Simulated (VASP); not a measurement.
These are PBEsol GGA, VASP's PBE PAW potentials (set 64) (plane waves; VASP 6.6.1) values and carry that method's errors.

Input for VASP

**POSCAR**
```
CeO2
1.0
  0.0000000000   2.7337250000   2.7337250000
  2.7337250000   0.0000000000   2.7337250000
  2.7337250000   2.7337250000   0.0000000000
Ce O
1 2
Cart
  0.0000000000   0.0000000000   0.0000000000
  1.3668625000   1.3668625000   1.3668625000
  4.1005875000   4.1005875000   4.1005875000
```

File KPOINTS:
```
Automatic mesh
0
Gamma
10 10 10
0 0 0
```

**INCAR**
```
SYSTEM  =  CeO2
PREC  =  Accurate; ENCUT  =  360; LREAL  =  .FALSE.
LASPH  =  .TRUE.
EDIFF  =  1E-6; NELM  =  100; ALGO  =  Normal
LMAXMIX  =  6
ISMEAR  =  0; SIGMA  =  0.05
GGA  =  PS
ISIF  =  2
LWAVE  =  .FALSE.; LCHARG  =  .FALSE.
```

POTCAR, in this order: Ce O (PBE.64 set). Program: vasp_std.

The resulting files:

### OSZICAR
```
       N       E                     dE             d eps       ncg     rms          rms(c)
DAV:   1     0.204438958175E+03    0.20444E+03   -0.92203E+03  1512   0.151E+03
DAV:   2    -0.204408120129E+01   -0.20648E+03   -0.19873E+03  2392   0.283E+02
DAV:   3    -0.311670589773E+02   -0.29123E+02   -0.24256E+02  1832   0.129E+02
DAV:   4    -0.324682570651E+02   -0.13012E+01   -0.13010E+01  2432   0.277E+01
DAV:   5    -0.325319432578E+02   -0.63686E-01   -0.63684E-01  2400   0.550E+00    0.290E+01
DAV:   6    -0.305912589130E+02    0.19407E+01   -0.82189E+01  2256   0.549E+01    0.244E+01
DAV:   7    -0.294397811938E+02    0.11515E+01   -0.16131E+02  2256   0.119E+02    0.199E+01
DAV:   8    -0.286219118682E+02    0.81787E+00   -0.32280E+00  1840   0.193E+01    0.122E+01
DAV:   9    -0.276086469232E+02    0.10133E+01   -0.56844E+00  2240   0.195E+01    0.140E+00
DAV:  10    -0.276034412282E+02    0.52057E-02   -0.18421E-01  2584   0.337E+00    0.105E+00
DAV:  11    -0.275935242021E+02    0.99170E-02   -0.30613E-02  2248   0.159E+00    0.110E+00
DAV:  12    -0.275841169831E+02    0.94072E-02   -0.71176E-02  1608   0.166E+00    0.845E-01
DAV:  13    -0.275818950800E+02    0.22219E-02   -0.10108E-01  2400   0.312E+00    0.653E-01
DAV:  14    -0.275803323398E+02    0.15627E-02   -0.86906E-03  2048   0.897E-01    0.337E-01
DAV:  15    -0.275800560482E+02    0.27629E-03   -0.26669E-03  2264   0.420E-01    0.878E-02
DAV:  16    -0.275800711936E+02   -0.15145E-04   -0.13231E-04  2136   0.904E-02    0.929E-02
DAV:  17    -0.275800420220E+02    0.29172E-04   -0.15312E-04  2136   0.117E-01    0.184E-02
DAV:  18    -0.275800407716E+02    0.12504E-05   -0.13602E-05  2448   0.293E-02    0.781E-03
DAV:  19    -0.275800401749E+02    0.59672E-06   -0.22034E-06  1256   0.150E-02
   1 F= -.27580040E+02 E0= -.27580040E+02  d E =-.437910E-16
```

OUTCAR:
```
------------------------ aborting loop because EDIFF is reached ----------------------------------------
  FORCE on cell =-STRESS in cart. coord.  units (eV):
  Direction    XX          YY          ZZ          XY          YZ          ZX
  --------------------------------------------------------------------------------------
  Total       -4.8676225     -4.8676225     -4.8676225      0.0000000      0.0000000     -0.0000000
  in kB     -190.8679460   -190.8679460   -190.8679460      0.0000000      0.0000000     -0.0000000
  external PRESSURE =    -190.8679460 kB  Pullay stress =       0.0000000 kB
  volume of cell :       40.86
      direct lattice vectors                 reciprocal lattice vectors
     0.000000000  2.733725000  2.733725000    -0.182900621  0.182900621  0.182900621
     2.733725000  0.000000000  2.733725000     0.182900621 -0.182900621  0.182900621
     2.733725000  2.733725000  0.000000000     0.182900621  0.182900621 -0.182900621
 POSITION                                       TOTAL-FORCE (eV/Angst)
 -----------------------------------------------------------------------------------
      0.00000      0.00000      0.00000         0.000000     -0.000000      0.000000
      1.36686      1.36686      1.36686        -0.000000     -0.000000     -0.000000
      4.10059      4.10059      4.10059         0.000000      0.000000     -0.000000
 -----------------------------------------------------------------------------------
    total drift:                               -0.000000      0.000000      0.000000
  FREE ENERGIE OF THE ION-ELECTRON SYSTEM (eV)
  ---------------------------------------------------
  free  energy   TOTEN  =       -27.5800401749 eV

  energy  without entropy=      -27.5800401749  energy(sigma->0) =      -27.58004017
```
(Selected blocks of OUTCAR.)

At this cut-off the stress carries a Pulay error, which pulls relaxed volumes low.

The structure comes from a computed database's CeO2 entry; how it stands against other phases isn't given here. The cell was not relaxed at this level. The run is one of a series of settings (ENCUT = 360 against the base run), some of them coarse on purpose. The run is not spin-polarised, so no magnetic state was tried.
